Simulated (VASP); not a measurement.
Consider the following.

```
CELL_PARAMETERS angstrom
      0.00000     3.03686     3.03686
      3.03686     0.00000     3.03686
      3.03686     3.03686     0.00000
ATOMIC_POSITIONS crystal
  Ni 0.00000 0.00000 0.00000
  Sb 0.25000 0.25000 0.25000
```
Starting moments (μB, in the order of the record's atoms Ni Sb): 2.0 0.0.

Calculation: PBEsol GGA, VASP's PBE PAW potentials (set 64) (plane waves; VASP). Run with 400 eV cut-off, 9×9×9 Γ-centred mesh, first-order Methfessel-Paxton smearing of 0.10 eV, potentials Ni Sb.

Energy and stress use the plane-wave basis of the starting cell.

Problem. The ions, cell shape and volume are relaxed. Give the cell that the relaxation ends in.

Solution. 
```
CELL_PARAMETERS angstrom
      0.00000     2.80873     2.80873
      2.80873     0.00000     2.80873
      2.80873     2.80873     0.00000
ATOMIC_POSITIONS crystal
  Ni 0.00000 0.00000 0.00000
  Sb 0.25000 0.25000 0.25000
```
Space group F-43m (216), at a tolerance of 0.03 Å. The cell ends with 0.00 μB, on the sites 0.00 0.00 μB.

Problem. How do energy and volume change from the first to the last step?

Solution. The energy (σ→0) changes by -264.2 meV/atom and the volume by -20.9 %, in 3 ionic steps.

The structure was generated: NiSb was put into the zinc blende type (F-43m), which need not be its known phase. This run relaxes it. Symmetry was kept, so distortions that lower it aren't found.
